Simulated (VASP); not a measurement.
Here is the system:

```yaml
crystal:
  lattice:
    - [3.19439, 0.00000, 0.00000]
    - [0.00000, 3.19439, 0.00000]
    - [0.00000, 0.00000, 3.19439]
  atoms:
    - { symbol: Si, position: [0.00000, 0.00000, 0.00000] }
    - { symbol: Ge, position: [0.50000, 0.50000, 0.50000] }
```

The numbers are results of PBEsol GGA, VASP's PBE PAW potentials (set 64) (plane waves; VASP), not measurements. Settings: 400 eV cut-off, Gaussian smearing of 0.050 eV, potentials Si Ge_d.

Q: Give the energies of bands 6 to 12 at the high-symmetry points, in eV from the Fermi level.

A: 
```tsv
band	Γ	X	M	R
6	-13.89	-10.57	-7.74	-5.26
7	-0.69	-9.95	-6.59	-4.07
8	-0.53	2.85	-6.04	-2.57
9	-0.53	2.85	-6.04	-2.57
10	-0.53	3.04	4.68	-2.57
11	3.36	3.04	5.25	-2.22
12	3.36	3.49	7.45	-2.22
```

It has no gap at this level: it comes out as a metal or semimetal.

The structure was generated: SiGe was put into the CsCl type type (Pm-3m), which need not be its known phase. It was relaxed first, which changed the volume by +20 %. VASP warned that the highest band is occupied, so more bands are needed.
